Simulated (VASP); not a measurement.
A convergence study with VASP on SrTiO₃ (cubic perovskite): one setting is varied, all else stays as given below, so the limit is that of these other settings. Each run relaxes cell and ions from the cell shown. The basis is that of the starting cell, so low cut-offs carry a Pulay error.

```
CELL_PARAMETERS angstrom
      3.90500     0.00000     0.00000
      0.00000     3.90500     0.00000
      0.00000     0.00000     3.90500
ATOMIC_POSITIONS crystal
  Sr 0.00000 0.00000 0.00000
  Ti 0.50000 0.50000 0.50000
  O  0.50000 0.00000 0.50000
  O  0.00000 0.50000 0.50000
  O  0.50000 0.50000 0.00000
```

All values below come from LDA (Ceperley-Alder, Perdew-Zunger), VASP's LDA PAW potentials (set 64) (plane waves; VASP 6.6.1). The tightest run used: 800 eV cut-off, 4×4×4 Γ-centred mesh, Gaussian smearing of 0.050 eV, potentials Sr_sv Ti_sv O.

Gaps are read on the run's mesh, which can miss a band edge.

| setting | relaxed volume (Å³/atom) | E (eV/atom) | gap on the mesh (eV) | plane waves |
|---|---|---|---|---|
| ENCUT = 250 | 9.629 | -9.7547 | 2.177 | 554 |
| ENCUT = 300 | 10.406 | -9.1404 | 1.923 | 739 |
| ENCUT = 350 | 10.973 | -8.9165 | 1.877 | 912 |
| ENCUT = 400 | 11.314 | -8.8555 | 1.821 | 1108 |

Question: These are the cheaper rows. Estimate the results at ENCUT = 800, and how far the last row shown lies from them.

Answer: 
```csv
quantity,tightest run,last row shown is off by
relaxed volume (Å³/atom),11.520,-0.207
E (eV/atom),-8.8365,-0.0190
gap on the mesh (eV),1.789,0.033
```

Left out are rungs that failed or repeat a setting and relaxations that didn't move; long series are thinned to 24 rows.

The compound is SrTiO3 in the cubic perovskite structure, the ideal cubic form; the compound distorts at low or room temperature.
